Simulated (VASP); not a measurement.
Consider the following.

```
HgTe
1.0
    0.00000     3.27203     3.27203
    3.27203     0.00000     3.27203
    3.27203     3.27203     0.00000
Hg Te
1 1
Direct
  0.00000   0.00000   0.00000
  0.25000   0.25000   0.25000
```

The numbers are results of AM05 GGA, VASP's PBE PAW potentials (set 64) (plane waves; VASP 6.6.1), not measurements. Run with 520 eV cut-off, Gaussian smearing of 0.050 eV, potentials Hg Te.

Problem. Give the energies of bands 2 to 12 at the high-symmetry points, in eV from the Fermi level.

Solution. 
| band | Γ | X | U | L | W |
|---|---|---|---|---|---|
| 2 | -7.15 | -6.96 | -6.96 | -7.03 | -6.94 |
| 3 | -7.15 | -6.83 | -6.89 | -7.03 | -6.90 |
| 4 | -7.15 | -6.83 | -6.76 | -6.64 | -6.71 |
| 5 | -6.66 | -6.60 | -6.63 | -6.64 | -6.69 |
| 6 | -6.66 | -6.24 | -6.17 | -6.38 | -6.10 |
| 7 | -0.85 | -5.26 | -5.28 | -5.26 | -5.33 |
| 8 | 0.00 | -2.12 | -2.72 | -0.92 | -2.47 |
| 9 | 0.00 | -2.12 | -1.76 | -0.92 | -2.39 |
| 10 | 0.00 | 1.92 | 2.25 | 0.70 | 3.01 |
| 11 | 4.29 | 2.63 | 4.05 | 5.08 | 4.71 |
| 12 | 4.29 | 8.13 | 7.04 | 5.08 | 5.28 |

It has no gap at this level: it comes out as a metal or semimetal.

The compound is HgTe in the zinc blende structure. It was relaxed first.
